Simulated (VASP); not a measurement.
# Si16B (a cell with a defect) in VASP: further runs

Runs on Si16B (a cell with a defect). Level: PBEsol. Tasks: single point.

Everything below comes from runs of VASP 6.6.1. Logs are shortened: lines on timing, memory, paths and dates and some standing lists are left out, and cuts for length are marked.

**1. The structure**

The cell holds a defect, 17 atoms: a = 7.679 Å, b = 7.679 Å, c = 7.679 Å, α = 60.00°, β = 60.00°, γ = 60.00°.

The cell was built by a generator and needn't be a form met in nature.

**2. Single point, PBEsol, collinear spin, zero start**

INCAR

```
PREC     = Accurate       # precision mode
ENCUT    = 520            # plane-wave cutoff, eV
EDIFF    = 1E-6           # SCF threshold, eV
ISMEAR   = -1             # smearing method
SIGMA    = 0.05           # smearing width, eV
LREAL    = Auto         
LASPH    = True           # aspherical terms in the spheres
NELM     = 150            # most SCF steps
ALGO     = Normal         # electronic algorithm
ISIF     = 2              # what is computed and relaxed
LWAVE    = False          # write WAVECAR
LCHARG   = False          # write CHGCAR
ISPIN    = 2              # spin polarisation
MAGMOM   = 0 0 0 0 0 0 0 0 0 0 0 0 0 0 0 0 0 # initial moments
LORBIT   = 11             # projections on sites
GGA      = PS             # functional
NBANDS   = 52             # bands
```

KPOINTS

```
Automatic mesh
0
Gamma
  2 2 2
```

POSCAR

```
Si16B
1.0
    0.0000000000      5.4300000000      5.4300000000
    5.4300000000      0.0000000000      5.4300000000
    5.4300000000      5.4300000000      0.0000000000
Si B
16 1
Direct
    0.0136982505     -0.0072835175      0.0008868324
    0.1313011971      0.1228995396      0.1268157459
   -0.0015771639     -0.0057230203      0.4984593002
    0.1188403315      0.1321189687      0.6175963168
    0.0065642726      0.4958760589      0.0015734807
    0.1313592081      0.6189603131      0.1266575506
   -0.0018293738      0.5096291897      0.4982231123
    0.1279441068      0.6221380295      0.6280752302
    0.5053760589     -0.0087106814      0.0055872928
    0.6239219153      0.1262661142      0.1232399632
    0.5022194291     -0.0075345304      0.5129124309
    0.6267604052      0.1229502762      0.6315504604
    0.5054252302      0.4974626151      0.0056313076
    0.6326319521      0.6171717311      0.1328663904
    0.5014069982      0.4958569061      0.5068036832
    0.6265897790      0.6187641805      0.6316032228
    0.8226664825      0.9274979742      0.3212583794
```

Potentials or basis: VASP PAW PBE potentials, release 64 (Si, B).

Launch:

```sh
$ cat potpaw_PBE.64/Si/POTCAR potpaw_PBE.64/B/POTCAR > POTCAR
$ mpirun -np 1 vasp_std > vasp.out
```

OUTCAR:

```text
PREC = Accurate
   ENCUT = 520
   EDIFF = 1E-6
   ISMEAR = -1
   LREAL = Auto
   LASPH = True
   NELM = 150
   ISIF = 2
   ISPIN = 2
   LORBIT = 11
   GGA = PS

 ion  position               nearest neighbor table
   1  0.014  0.993  0.001-  17 2.09   2 2.34   6 2.34   4 2.41  10 2.44
   2  0.131  0.123  0.127-   3 2.33   5 2.34   1 2.34   9 2.35
   3  0.998  0.994  0.498-   2 2.33  12 2.33   8 2.33   4 2.37
   4  0.119  0.132  0.618-   3 2.37   7 2.37   1 2.41  11 2.41
   5  0.007  0.496  0.002-   6 2.34   2 2.34   8 2.34  14 2.34
   6  0.131  0.619  0.127-   7 2.33   5 2.34   1 2.34  13 2.35
   7  0.998  0.510  0.498-   6 2.33  16 2.33   8 2.33   4 2.37
   8  0.128  0.622  0.628-   3 2.33   7 2.33  15 2.34   5 2.34
   9  0.505  0.991  0.006-  10 2.33  12 2.35   2 2.35  14 2.35
  10  0.624  0.126  0.123-  17 2.15   9 2.33  13 2.33  11 2.44   1 2.44
  11  0.502  0.992  0.513-  17 2.09  12 2.34  16 2.34   4 2.41  10 2.44
  12  0.627  0.123  0.632-   3 2.33  15 2.34  11 2.34   9 2.35
  13  0.505  0.497  0.006-  10 2.33  16 2.35   6 2.35  14 2.35
  14  0.633  0.617  0.133-   5 2.34  15 2.35   9 2.35  13 2.35
  15  0.501  0.496  0.507-  16 2.34  12 2.34   8 2.34  14 2.35
  16  0.627  0.619  0.632-   7 2.33  15 2.34  11 2.34  13 2.35
  17  0.823  0.927  0.321-   1 2.09  11 2.09  10 2.15

  LATTYP: Found a face centered cubic cell.
 ALAT       =    10.8600000000

  Lattice vectors:

 A1 = (   0.0000000000,   5.4300000000,   5.4300000000)
 A2 = (   5.4300000000,   0.0000000000,   5.4300000000)
 A3 = (   5.4300000000,   5.4300000000,   0.0000000000)

Analysis of symmetry for initial positions (statically):
=====================================================================
 Subroutine PRICEL returns:
 Original cell was already a primitive cell.

 Routine SETGRP: Setting up the symmetry group for a
 face centered cubic supercell.

 Subroutine GETGRP returns: Found  1 space group operations
 (whereof  1 operations were pure point group operations)
 out of a pool of 48 trial point group operations.

The static configuration has the point symmetry C_1 .

Analysis of symmetry for dynamics (positions and initial velocities):
=====================================================================
 Subroutine PRICEL returns:
 Original cell was already a primitive cell.

 Routine SETGRP: Setting up the symmetry group for a
 face centered cubic supercell.

 Subroutine GETGRP returns: Found  1 space group operations
 (whereof  1 operations were pure point group operations)
 out of a pool of 48 trial point group operations.

The dynamic configuration has the point symmetry C_1 .

Analysis of structural, dynamic, and magnetic symmetry:
=====================================================================
 Subroutine PRICEL returns:
 Original cell was already a primitive cell.

 Routine SETGRP: Setting up the symmetry group for a
 face centered cubic supercell.

 Subroutine GETGRP returns: Found  1 space group operations
 (whereof  1 operations were pure point group operations)
 out of a pool of 48 trial point group operations.

The overall configuration has the point symmetry C_1 .

 Subroutine INISYM returns: Found  1 space group operations
 (whereof  1 operations are pure point group operations),
 and found     1 'primitive' translations

----------------------------------------------------------------------------------------

                                     Primitive cell

  volume of cell :     320.2060

  direct lattice vectors                    reciprocal lattice vectors
     0.000000000  5.430000000  5.430000000    -0.092081031  0.092081031  0.092081031
     5.430000000  0.000000000  5.430000000     0.092081031 -0.092081031  0.092081031
     5.430000000  5.430000000  0.000000000     0.092081031  0.092081031 -0.092081031

  length of vectors
     7.679179644  7.679179644  7.679179644     0.159489025  0.159489025  0.159489025

  position of ions in fractional coordinates (direct lattice)
     0.013698250  0.992716483  0.000886832
     0.131301197  0.122899540  0.126815746
     0.998422836  0.994276980  0.498459300
     0.118840332  0.132118969  0.617596317
     0.006564273  0.495876059  0.001573481
     0.131359208  0.618960313  0.126657551
[... 9 lines left out ...]
     0.626589779  0.618764181  0.631603223
     0.822666482  0.927497974  0.321258379

  ion indices of the primitive-cell ions
   primitive index   ion index
                 1           1
                 2           2
[... 62 lines left out ...]
   ISTART =      0    job   : 0-new  1-cont  2-samecut
   ICHARG =      2    charge: 1-file 2-atom 10-const
   ISPIN  =      2    spin polarized calculation?
   LNONCOLLINEAR =      F non collinear calculations
   LSORBIT =      F    spin-orbit coupling
   LASPH  =      T    aspherical Exc in radial PAW
   ENCUT  =  520.0 eV  38.22 Ry    6.18 a.u.  14.28 14.28 14.28*2*pi/ulx,y,z
   NELM   =    150;   NELMIN=  2; NELMDL= -5     # of ELM steps
   EDIFF  = 0.1E-05   stopping-criterion for ELM
   LREAL  =      T    real-space projection
   EDIFFG = 0.1E-04   stopping-criterion for IOM
   NSW    =      0    number of steps for IOM
   IBRION =     -1    ionic relax: 0-MD 1-quasi-New 2-CG
   NFREE  =      0    steps in history (QN), initial steepest desc. (CG)
   ISIF   =      2    stress and relaxation
   ISYM   =      2    0-nonsym 1-usesym 2-fastsym
   POTIM  = 0.5000    time-step for ionic-motion
   TEBEG  =    0.0;   TEEND  =   0.0 temperature during run
   PSTRESS=    0.0 pullay stress
   NELECT =      67.0000    total number of electrons
   NUPDOWN=      -1.0000    fix difference up-down
   EMIN   =  10.00;   EMAX   =-10.00  energy-range for DOS
   EFERMI =   0.00;   METHOD = LEGACY
   ISMEAR =    -1;   SIGMA  =   0.05  broadening in eV -4-tet -1-fermi 0-gaus
   EFERMI_NEDOS =   21; number of points for ismear=-14 and -15
   IALGO  =     38    algorithm
   IMIX   =      4    mixing-type and parameters
     AMIX     =   0.40;   BMIX     =  1.00
     AMIX_MAG =   1.60;   BMIX_MAG =  1.00
  volume/ion in A,a.u.               =      18.84       127.11
  Fermi-wavevector in a.u.,A,eV,Ry     =   0.971904  1.836632 12.852022  0.944597
  Thomas-Fermi vector in A             =   2.102159
   LORBIT       =     11    0 simple, 1 ext, 2 COOP (PROOUT), +10 PAW based schemes
   GGA     = PS    functional components
   LHFCALC =     F    Hartree Fock is set to
   AEXX    =    0.0000 exact exchange contribution
   IVDW    =     0    specifies the selected vdW correction
   LEPSILON=     F    determine dielectric tensor
   LRPA    =     F    only Hartree local field effects (RPA)
 spin polarized calculation
  energy-cutoff  :      520.00
  volume of cell :      320.21
 maximum number of plane-waves:      8646
 NGX is ok and might be reduce to    60
   NGX = 29   NGY = 29   NGZ = 29

 number of electron      67.0000000 magnetization      -0.0000053

 number of electron      67.0000000 magnetization       0.0000001

 Free energy of the ion-electron system (eV)
  ---------------------------------------------------
  ext. energy  EPLUGINS =         0.00000000
  ---------------------------------------------------
  free energy    TOTEN  =       -94.36784034 eV

  energy without entropy =      -94.33692456  energy(sigma->0) =      -94.35238245

 E-fermi :   6.3092     XC(G=0):  -9.7087

 val. band max:        6.1336101093   @ k =   0.5000   0.0000   0.0000
 cond. band min:       6.3225857875   @ k =   0.5000   0.5000   0.0000
 fundamental gap:      0.1889756781
 Fermi energy:         6.3091804445

 spin component 1

 k-point     1 :       0.0000    0.0000    0.0000
  band No.  band energies     occupation
      1      -6.3958      1.00000
      2      -4.3061      1.00000
      3      -3.9701      1.00000
      4      -3.7697      1.00000
      5      -3.6993      1.00000
      6      -2.5692      1.00000
[... 373 lines left out ...]
     44      10.0800      0.00000
     45      10.1446      0.00000
 Fermi energy:         6.3091804445

 spin component 2

 k-point     1 :       0.0000    0.0000    0.0000
  band No.  band energies     occupation
      1      -6.3958      1.00000
      2      -4.3061      1.00000
      3      -3.9701      1.00000
      4      -3.7697      1.00000
      5      -3.6993      1.00000
      6      -2.5692      1.00000
[... 373 lines left out ...]
     44      10.0800      0.00000
     45      10.1446      0.00000
 [bands above 45 left out]

------------------------ aborting loop because EDIFF is reached ----------------------------------------

  FORCE on cell =-STRESS in cart. coord.  units (eV):
  Direction    XX          YY          ZZ          XY          YZ          ZX
  --------------------------------------------------------------------------------------
  -------------------------------------------------------------------------------------
  Total        2.1690579      4.4416141      2.1704263      0.0195082     -0.0048473      1.5214936
  in kB       10.8530612     22.2239843     10.8599077      0.0976107     -0.0242541      7.6129196
  external PRESSURE =      14.6456511 kB  Pullay stress =       0.0000000 kB

 VOLUME and BASIS-vectors are now :
 -----------------------------------------------------------------------------
  energy-cutoff  :      520.00
  volume of cell :      320.21
      direct lattice vectors                 reciprocal lattice vectors
     0.000000000  5.430000000  5.430000000    -0.092081031  0.092081031  0.092081031
     5.430000000  0.000000000  5.430000000     0.092081031 -0.092081031  0.092081031
     5.430000000  5.430000000  0.000000000     0.092081031  0.092081031 -0.092081031

 POSITION                                       TOTAL-FORCE (eV/Angst)
 -----------------------------------------------------------------------------------
      5.39527      0.07920      5.46483        -0.009141     -0.015402      0.007962
      1.35595      1.40158      1.38031        -0.001071      0.002418      0.001827
      8.10556      8.12807     10.82036        -0.000272      0.000663     -0.000970
      4.07095      3.99885      1.36271        -0.001714      0.003738     -0.002902
      2.70115      0.04419      2.72825        -0.001703     -0.000659      0.001358
      4.04870      1.40103      4.07424        -0.001376     -0.001353      0.001944
[... 9 lines left out ...]
      6.78949      6.83199      6.76227         0.002463     -0.000848      0.000919
      6.78075      6.21151      9.50339         0.001752      0.011535     -0.000757
 -----------------------------------------------------------------------------------
    total drift:                                0.001579     -0.007968     -0.002098

  FREE ENERGIE OF THE ION-ELECTRON SYSTEM (eV)
  ---------------------------------------------------
  free  energy   TOTEN  =       -94.3678403430 eV

  energy  without entropy=      -94.3369245582  energy(sigma->0) =      -94.35238245

 total charge

# of ion       s       p       d       tot
------------------------------------------
    1        0.744   0.932   0.000   1.676
    2        0.752   0.934   0.000   1.686
    3        0.744   0.943   0.000   1.687
    4        0.778   0.902   0.000   1.680
    5        0.740   0.958   0.000   1.698
    6        0.752   0.934   0.000   1.686
[... 9 lines left out ...]
   16        0.752   0.934   0.000   1.686
   17        0.793   0.868   0.000   1.661
--------------------------------------------------
tot         12.773  15.903   0.000  28.675

 magnetization (x)

# of ion       s       p       d       tot
------------------------------------------
    1        0.000   0.000   0.000   0.000
    2        0.000   0.000   0.000   0.000
    3        0.000   0.000   0.000   0.000
    4       -0.000  -0.000   0.000  -0.000
    5       -0.000  -0.000   0.000  -0.000
    6        0.000   0.000   0.000   0.000
[... 9 lines left out ...]
   16        0.000   0.000   0.000   0.000
   17       -0.000  -0.000   0.000  -0.000
--------------------------------------------------
tot          0.000  -0.000   0.000   0.000
```

Run time: 5.8 min. Hardware: 1 thread of AMD EPYC 9R14 (Zen 4), shared host; peak memory 0.66 GiB.

Results:

| Quantity | Value |
| --- | --- |
| Free energy | -94.3678 eV |
| Pressure | 1.5 GPa |
| Largest force | 0.020 eV/Å |
| Band gap on the k mesh | none (metal or under the smearing width) |
| Net moment | 0.00 μB per cell |
| Valence electrons inside the program's atomic spheres | Si 1.68, 1.69, 1.70, 1.67; B 1.66 |

Forces in eV/Å, atoms in the order of the input:
```
Si  -0.009 -0.015  0.008
Si  -0.001  0.002  0.002
Si   0.000  0.001 -0.001
Si  -0.002  0.004 -0.003
Si  -0.002 -0.001  0.001
Si  -0.001 -0.001  0.002
Si   0.002  0.006  0.002
Si   0.000 -0.004 -0.001
Si   0.001  0.003  0.002
Si   0.002  0.002 -0.002
Si   0.008 -0.014 -0.010
Si   0.000  0.003 -0.001
Si  -0.001  0.005  0.001
Si  -0.001 -0.001  0.000
Si   0.000 -0.001  0.000
Si   0.002 -0.001  0.001
B    0.002  0.012 -0.001
```

Caveat: the k mesh is coarse (spacing up to 0.50 Å⁻¹), so the values aren't converged; the PAW data sets were made with another functional, which shifts forces and pressure a little.

(Continued in part 2 of 2.)
